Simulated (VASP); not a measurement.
VASP input:

### POSCAR
```
Mo
1
   -1.5571917058     1.5571917058     1.5571917058
    1.5571917058    -1.5571917058     1.5571917058
    1.5571917058     1.5571917058    -1.5571917058
Mo
1
Direct
  0.0000000000   0.0000000000   0.0000000000
```

INCAR:
```
SYSTEM = Mo
PREC = Accurate; ENCUT = 400; LREAL = .FALSE.
LASPH = .TRUE.
EDIFF = 1E-8; NELM = 100; ALGO = Normal
LMAXMIX = 4
ISMEAR = 1; SIGMA = 0.1
IBRION = 1; NSW = 30; ISIF = 2
EDIFFG = -0.001
LWAVE = .FALSE.; LCHARG = .FALSE.
```

File KPOINTS:
```
Regular mesh
0
gamma
  15 15 15
```

POTCAR, in this order: Mo_sv (LDA.64 set). Program: vasp_std.

Problem. Write an equivalent input for Ansatz.

Solution. One equivalent input (not run):
Ansatz 0.2 input:
```yaml
crystal:
  lattice:
    - [-1.5571917, 1.5571917, 1.5571917]
    - [1.5571917, -1.5571917, 1.5571917]
    - [1.5571917, 1.5571917, -1.5571917]
  atoms:
    - { symbol: Mo, position: [0.0000000, 0.0000000, 0.0000000] }
kpoints:
  mp_grid: { grid: [15, 15, 15] }
hamiltonian:
  xc: lda
  pseudopotentials: { kind: paw }
scf:
  occupations: { method: methfessel_paxton, width: 0.1 }
  max_iter: 100
relax:
  max_steps: 30
  f_tol: 0.001
output: { forces: true, stress: true, eigenvalues: true }
```
What does not carry over: each code has its own PAW files, so the cut-off isn't converted (ENCUT is set for VASP's; basis.ecutwfc is left out, and Ansatz then takes the one that its files recommend); Ansatz stops its SCF on the density residual and VASP on the energy change (EDIFF); Ansatz's lda is the Perdew-Wang form, while the LDA potentials of VASP carry Perdew-Zunger's.

The structure comes from a computed database's Mo entry (Im-3m); how it stands against other phases isn't given here. It was relaxed first. The start is the result of an earlier pass.
